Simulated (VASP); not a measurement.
MgAl (space group Pmma): computed properties

These are PBEsol GGA, VASP's PBE PAW potentials (set 64) (plane waves; VASP 6.6.1) values and carry that method's errors.

| Property | Result |
|---|---|
| space group | Pmma (51) |
| cell | a = 4.953 Å, b = 2.920 Å, c = 5.236 Å, α = 90.00°, β = 90.00°, γ = 90.00° |
| volume per atom | 18.93 Å^3/atom |
| band gap (over mesh and band path) | none (metal, semimetal or under 0.01 eV) |
| Hill bulk modulus | 55.9 GPa |
| Hill shear modulus | 25.7 GPa |
| Poisson's ratio | 0.300 |
| density | 2.25 g/cm³ |
| optical Γ-point spectrum | 127, 137, 143, 161, 201, 213, 257, 269, 284 cm⁻¹ |

AlMg has the orthorhombic space group Pmma (No. 51), Pearson symbol oP4. Conventional cell: a = 4.953 Å, b = 2.920 Å, c = 5.236 Å, α = 90.00°, β = 90.00°, γ = 90.00°. Mg on 2f is surrounded by 4 Mg at 2.920–3.038 Å and 8 Al at 2.941–3.054 Å (anticuboctahedral). Al on 2e is coordinated by 4 Al at 2.920–2.965 Å and 8 Mg at 2.941–3.054 Å (anticuboctahedral). (Neighbours: up to the widest gap in distance over summed covalent radii, below 1.35, at either atom.)

Finite-difference elastic constants of metals are sensitive to mesh and smearing; shear constants can be off by tens of GPa.

The structure comes from a computed database's MgAl entry (Pmma); how it stands against other phases isn't given here. It was relaxed first. Symmetry was kept, so distortions that lower it aren't found.
